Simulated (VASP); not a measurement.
# Cd4TeO3 (P6/mmm) in VASP: a series of runs

One crystal, Cd4TeO3, is run at these levels: PBE; tasks: relaxation of cell and atoms.

Everything below comes from runs of VASP 6.6.1. Logs are shortened: lines on timing, memory, paths and dates and some standing lists are left out, and cuts for length are marked.

## 1. The structure

Symmetry: P6/mmm, No. 191, hexagonal system. Conventional cell: a = 6.391 Å, b = 6.391 Å, c = 5.480 Å, α = 90.00°, β = 90.00°, γ = 120.00°. Cd (site symmetry -6m2) has 3 O at 1.84 Å as nearest neighbours. Cd (site symmetry -6m2) has 2 Cd at 2.74 Å as nearest neighbours. Around Te (site symmetry 6/mmm) lie 6 O at 3.20 Å. O (site symmetry mmm) has 2 Cd at 1.84 Å as nearest neighbours.

The cell was built by a generator and needn't be a form met in nature.

## 2. Relaxation of cell and atoms, PBE

INCAR

```
SYSTEM = Cd4TeO3
PREC = Normal
ENCUT = 520
EDIFF = 1E-4
ISMEAR = 0
SIGMA = 0.15
LREAL = .False.
LASPH = .True.
NELM = 60
ALGO = Fast
ISIF = 3
LWAVE = .False.
LCHARG = .False.
GGA = PE
IBRION = 2
NSW = 24
EDIFFG = -0.08
```

KPOINTS

```
regular mesh
0
Gamma
  3 3 3
  0 0 0
```

POSCAR

```
Cd4TeO3
1.0
    6.3908860400      0.0000000000      0.0000000000
   -3.1954430200      5.5346696600      0.0000000000
    0.0000000000      0.0000000000      5.4795525300
Cd Te O
4 1 3
Direct
    0.3333333300      0.6666666700      0.5000000000
    0.6666666700      0.3333333300      0.5000000000
    0.3333333300      0.6666666700      0.0000000000
    0.6666666700      0.3333333300      0.0000000000
    0.0000000000      0.0000000000      0.5000000000
    0.5000000000      0.0000000000      0.5000000000
    0.0000000000      0.5000000000      0.5000000000
    0.5000000000      0.5000000000      0.5000000000
```

Potentials or basis: VASP PAW PBE potentials, release 64 (Cd, Te, O).

Run with:

```console
> cat potpaw_PBE.64/Cd/POTCAR potpaw_PBE.64/Te/POTCAR potpaw_PBE.64/O/POTCAR > POTCAR
> mpirun -np 1 vasp_std > vasp.out
```

OUTCAR:

```text
SYSTEM = Cd4TeO3
   PREC = Normal
   ENCUT = 520
   EDIFF = 1E-4
   ISMEAR = 0
   LREAL = .False.
   LASPH = .True.
   NELM = 60
   ISIF = 3
   GGA = PE
   IBRION = 2
   NSW = 24
   EDIFFG = -0.08

 ion  position               nearest neighbor table
   1  0.333  0.667  0.500-   6 1.84   7 1.84   8 1.84   3 2.74   3 2.74   2 3.69   5 3.69   2 3.69
                             5 3.69   5 3.69   2 3.69
   2  0.667  0.333  0.500-   6 1.84   7 1.84   8 1.84   4 2.74   4 2.74   1 3.69   5 3.69   1 3.69
                             5 3.69   5 3.69   1 3.69
   3  0.333  0.667  0.000-   1 2.74   1 2.74   4 3.69   4 3.69   4 3.69
   4  0.667  0.333  0.000-   2 2.74   2 2.74   3 3.69   3 3.69   3 3.69
   5  0.000  0.000  0.500-   1 3.69   2 3.69   1 3.69   2 3.69   2 3.69   1 3.69
   6  0.500  0.000  0.500-   1 1.84   2 1.84
   7  0.000  0.500  0.500-   1 1.84   2 1.84
   8  0.500  0.500  0.500-   1 1.84   2 1.84

  LATTYP: Found a hexagonal cell.
 ALAT       =     6.3908860400
 C/A-ratio  =     0.8574010702

  Lattice vectors:

 A1 = (   6.3908860400,   0.0000000000,   0.0000000000)
 A2 = (  -3.1954430200,   5.5346696600,   0.0000000000)
 A3 = (   0.0000000000,   0.0000000000,   5.4795525300)

Analysis of symmetry for initial positions (statically):
=====================================================================
 Subroutine PRICEL returns:
 Original cell was already a primitive cell.

 Routine SETGRP: Setting up the symmetry group for a
 hexagonal supercell.

 Subroutine GETGRP returns: Found 24 space group operations
 (whereof 24 operations were pure point group operations)
 out of a pool of 24 trial point group operations.

The static configuration has the point symmetry D_6h.

Analysis of symmetry for dynamics (positions and initial velocities):
=====================================================================
 Subroutine PRICEL returns:
 Original cell was already a primitive cell.

 Routine SETGRP: Setting up the symmetry group for a
 hexagonal supercell.

 Subroutine GETGRP returns: Found 24 space group operations
 (whereof 24 operations were pure point group operations)
 out of a pool of 24 trial point group operations.

The dynamic configuration has the point symmetry D_6h.

 Subroutine INISYM returns: Found 24 space group operations
 (whereof 24 operations are pure point group operations),
 and found     1 'primitive' translations

----------------------------------------------------------------------------------------

                                     Primitive cell

  volume of cell :     193.8197

  direct lattice vectors                    reciprocal lattice vectors
     6.390886040  0.000000000  0.000000000     0.156472826  0.090339628  0.000000000
    -3.195443020  5.534669660  0.000000000     0.000000000  0.180679257  0.000000000
     0.000000000  0.000000000  5.479552530     0.000000000  0.000000000  0.182496654

  length of vectors
     6.390886040  6.390886037  5.479552530     0.180679257  0.180679257  0.182496654

  position of ions in fractional coordinates (direct lattice)
     0.333333330  0.666666670  0.500000000
     0.666666670  0.333333330  0.500000000
     0.333333330  0.666666670  0.000000000
     0.666666670  0.333333330  0.000000000
     0.000000000  0.000000000  0.500000000
     0.500000000  0.000000000  0.500000000
     0.000000000  0.500000000  0.500000000
     0.500000000  0.500000000  0.500000000

  ion indices of the primitive-cell ions
   primitive index   ion index
                 1           1
                 2           2
                 3           3
                 4           4
                 5           5
                 6           6
                 7           7
                 8           8

----------------------------------------------------------------------------------------

 KPOINTS: regular mesh

Automatic generation of k-mesh.
 Grid dimensions read from file:
 generate k-points for:    3    3    3

 Generating k-lattice:

  Cartesian coordinates                     Fractional coordinates (reciprocal lattice)
     0.052157609  0.030113209  0.000000000     0.333333333  0.000000000  0.000000000
     0.000000000  0.060226419  0.000000000     0.000000000  0.333333333  0.000000000
     0.000000000  0.000000000  0.060832218     0.000000000  0.000000000  0.333333333

  Length of vectors
     0.060226419  0.060226419  0.060832218

  Shift w.r.t. Gamma in fractional coordinates (k-lattice)
     0.000000000  0.000000000  0.000000000

 Subroutine IBZKPT returns following result:
 ===========================================

 Found      6 irreducible k-points:

 Following reciprocal coordinates:
            Coordinates               Weight
  0.000000  0.000000  0.000000      1.000000
  0.333333  0.000000  0.000000      6.000000
  0.333333  0.333333  0.000000      2.000000
  0.000000  0.000000  0.333333      2.000000
  0.333333  0.000000  0.333333     12.000000
  0.333333  0.333333  0.333333      4.000000
   k-points           NKPTS =      6   k-points in BZ     NKDIM =      6   number of bands    NBANDS=     43
   number of dos      NEDOS =    301   number of ions     NIONS =      8
   total plane-waves  NPLWV =  41472
   dimension x,y,z NGX =    36 NGY =   36 NGZ =   32
   dimension x,y,z NGXF=    72 NGYF=   72 NGZF=   64
   ions per type =               4   1   3
   NGX,Y,Z   is equivalent  to a cutoff of   9.36,  9.36,  9.71 a.u.
   NGXF,Y,Z  is equivalent  to a cutoff of  18.73, 18.73, 19.42 a.u.
 SYSTEM =  Cd4TeO3
   PREC   = normal    normal or accurate (medium, high low for compatibility)
   ISTART =      0    job   : 0-new  1-cont  2-samecut
   ICHARG =      2    charge: 1-file 2-atom 10-const
   ISPIN  =      1    spin polarized calculation?
   LNONCOLLINEAR =      F non collinear calculations
   LSORBIT =      F    spin-orbit coupling
   LASPH  =      T    aspherical Exc in radial PAW
   ENCUT  =  520.0 eV  38.22 Ry    6.18 a.u.  11.88 11.88 10.19*2*pi/ulx,y,z
   NELM   =     60;   NELMIN=  2; NELMDL= -5     # of ELM steps
   EDIFF  = 0.1E-03   stopping-criterion for ELM
   LREAL  =      F    real-space projection
   EDIFFG = -.8E-01   stopping-criterion for IOM
   NSW    =     24    number of steps for IOM
   IBRION =      2    ionic relax: 0-MD 1-quasi-New 2-CG
   NFREE  =      1    steps in history (QN), initial steepest desc. (CG)
   ISIF   =      3    stress and relaxation
   ISYM   =      2    0-nonsym 1-usesym 2-fastsym
   POTIM  = 0.5000    time-step for ionic-motion
   TEBEG  =    0.0;   TEEND  =   0.0 temperature during run
   PSTRESS=    0.0 pullay stress
   NELECT =      72.0000    total number of electrons
   NUPDOWN=      -1.0000    fix difference up-down
   EMIN   =  10.00;   EMAX   =-10.00  energy-range for DOS
   EFERMI =   0.00;   METHOD = LEGACY
   ISMEAR =     0;   SIGMA  =   0.15  broadening in eV -4-tet -1-fermi 0-gaus
   EFERMI_NEDOS =   21; number of points for ismear=-14 and -15
   IALGO  =     68    algorithm
   IMIX   =      4    mixing-type and parameters
     AMIX     =   0.40;   BMIX     =  1.00
     AMIX_MAG =   1.60;   BMIX_MAG =  1.00
  volume/ion in A,a.u.               =      24.23       163.49
  Fermi-wavevector in a.u.,A,eV,Ry     =   1.176846  2.223917 18.843619  1.384967
  Thomas-Fermi vector in A             =   2.313203
   LORBIT       =      0    0 simple, 1 ext, 2 COOP (PROOUT), +10 PAW based schemes
   GGA     = PE    functional components
   LHFCALC =     F    Hartree Fock is set to
   AEXX    =    0.0000 exact exchange contribution
   IVDW    =     0    specifies the selected vdW correction
   LEPSILON=     F    determine dielectric tensor
   LRPA    =     F    only Hartree local field effects (RPA)
 conjugate gradient relaxation of ions
 non-spin polarized calculation
 RMM-DIIS sequential band-by-band and
 Gauss-broadening in eV      SIGMA  =   0.15
  energy-cutoff  :      520.00
  volume of cell :      193.82
 maximum number of plane-waves:      5259
   NGX = 23   NGY = 23   NGZ = 21

--------------------------------------- Ionic step        1  -------------------------------------------

 number of electron      71.9999950 magnetization

 Free energy of the ion-electron system (eV)
  ---------------------------------------------------
  ext. energy  EPLUGINS =         0.00000000
  ---------------------------------------------------
  free energy    TOTEN  =       -15.51360261 eV

  energy without entropy =      -15.40255136  energy(sigma->0) =      -15.45807699

 E-fermi :   0.6091     XC(G=0):  -8.7824

 val. band max:        0.5928032943   @ k =   0.3333   0.3333   0.3333
 cond. band min:       0.6368268205   @ k =   0.3333   0.0000   0.3333
 fundamental gap:      0.0440235262
 Fermi energy:         0.6091314434

 k-point     1 :       0.0000    0.0000    0.0000
  band No.  band energies     occupation
      1     -17.7138      2.00000
      2     -17.2809      2.00000
      3     -17.2809      2.00000
      4      -9.0972      2.00000
      5      -8.7086      2.00000
      6      -8.6618      2.00000
[... 455 lines left out ...]
 POSITION                                       TOTAL-FORCE (eV/Angst)
 -----------------------------------------------------------------------------------
     -0.00000      4.09773      2.84446        -0.000000     -0.000000      0.000000
      3.54874      2.04886      2.84446         0.000000     -0.000000     -0.000000
     -0.00000      4.09773     -0.00000         0.000000      0.000000     -0.000000
      3.54874      2.04886     -0.00000         0.000000      0.000000     -0.000000
     -3.54874      6.14659      2.84446        -0.000000     -0.000000     -0.000000
      3.54874      0.00000      2.84446        -0.000000     -0.000000     -0.000000
     -1.77437      3.07330      2.84446        -0.000000     -0.000000     -0.000000
      1.77437      3.07330      2.84446        -0.000000     -0.000000     -0.000000
 -----------------------------------------------------------------------------------
    total drift:                                0.000000      0.000000      0.000000

  FREE ENERGIE OF THE ION-ELECTRON SYSTEM (eV)
  ---------------------------------------------------
  free  energy   TOTEN  =       -18.4738927937 eV

  energy  without entropy=      -18.3275566747  energy(sigma->0) =      -18.40072473

--------------------------------------- Ionic step        6  -------------------------------------------

 number of electron      71.9999897 magnetization

 Free energy of the ion-electron system (eV)
  ---------------------------------------------------
  ext. energy  EPLUGINS =         0.00000000
  ---------------------------------------------------
  free energy    TOTEN  =       -18.48161651 eV

  energy without entropy =      -18.32918073  energy(sigma->0) =      -18.40539862

 E-fermi :  -1.0225     XC(G=0):  -7.6398

 val. band max:       -1.0386975090   @ k =   0.0000   0.0000   0.0000
 cond. band min:      -1.0055298450   @ k =   0.3333   0.3333   0.3333
 fundamental gap:      0.0331676641
 Fermi energy:        -1.0225457854

 k-point     1 :       0.0000    0.0000    0.0000
  band No.  band energies     occupation
      1     -17.6232      2.00000
      2     -17.4012      2.00000
      3     -17.4012      2.00000
      4     -10.6061      2.00000
      5      -9.3181      2.00000
      6      -9.2707      2.00000
[... 287 lines left out ...]
 POSITION                                       TOTAL-FORCE (eV/Angst)
 -----------------------------------------------------------------------------------
     -0.00000      4.09139      2.88590        -0.000000      0.000000     -0.000000
      3.54325      2.04570      2.88590         0.000000     -0.000000      0.000000
     -0.00000      4.09139     -0.00000         0.000000     -0.000000      0.000000
      3.54325      2.04570      5.77179        -0.000000      0.000000     -0.000000
      0.00000      0.00000      2.88590        -0.000000     -0.000000      0.000000
      3.54325      0.00000      2.88590        -0.000000      0.000000      0.000000
     -1.77162      3.06854      2.88590        -0.000000     -0.000000      0.000000
      1.77162      3.06854      2.88590        -0.000000      0.000000      0.000000
 -----------------------------------------------------------------------------------
    total drift:                                0.000000      0.000000      0.000000

  FREE ENERGIE OF THE ION-ELECTRON SYSTEM (eV)
  ---------------------------------------------------
  free  energy   TOTEN  =       -18.4816165119 eV

  energy  without entropy=      -18.3291807331  energy(sigma->0) =      -18.40539862

 reached required accuracy - stopping structural energy minimisation
```

Run time: 2.3 min. Hardware: 1 thread of Intel Xeon Platinum 8488C (Sapphire Rapids), shared host; peak memory 0.23 GiB.

Results:

```yaml
Free_energy: -18.4816 eV
Relaxed_volume: 31.38 Å³/atom
Relaxed_cell: a = 7.086 Å, b = 7.086 Å, c = 5.772 Å, α = 90.00°, β = 90.00°, γ = 120.00°
Space_group_after_relaxing_to_0.05_Å: P6/mmm (No. 191)
Energy_gained_by_relaxing: 371.0 meV/atom
Ionic_steps: 6
Pressure_after_relaxing: -0.1 GPa
Band_gap_on_the_k_mesh: none (metal or under the smearing width)
```

Step by step:
| step | energy change (eV) | largest force (eV/Å) | pressure (GPa) | volume (Å³) |
| --- | --- | --- | --- | --- |
| 1 | 0.0000 | 0.0000 | 18.89 | 193.82 |
| 2 | -2.1813 | 0.0000 | -4.56 | 284.14 |
| 3 | -2.9495 | 0.0000 | 0.23 | 245.41 |
| 4 | -2.9496 | 0.0000 | 0.16 | 246.52 |
| 5 | -2.9603 | 0.0000 | 0.04 | 248.18 |
| 6 | -2.9680 | 0.0000 | -0.09 | 251.02 |

Final structure:
```
CELL_PARAMETERS angstrom
7.08650 0.00000 0.00000
-3.54325 6.13709 0.00000
0.00000 0.00000 5.77179
ATOMIC_POSITIONS crystal
Cd 0.33333 0.66667 0.50000
Cd 0.66667 0.33333 0.50000
Cd 0.33333 0.66667 0.00000
Cd 0.66667 0.33333 0.00000
Te 0.00000 0.00000 0.50000
O 0.50000 0.00000 0.50000
O 0.00000 0.50000 0.50000
O 0.50000 0.50000 0.50000
```

Caveat: the k mesh is coarse (spacing up to 0.38 Å⁻¹), so the values aren't converged; the volume moved by over 15 % at a fixed basis, so the end points are rough; the relaxation stopped at a loose force limit of 0.08 eV/Å, so its end isn't a converged minimum. Spin-orbit coupling is left out, which matters for the levels of Te.

(Part 1 of 3 ends here.)
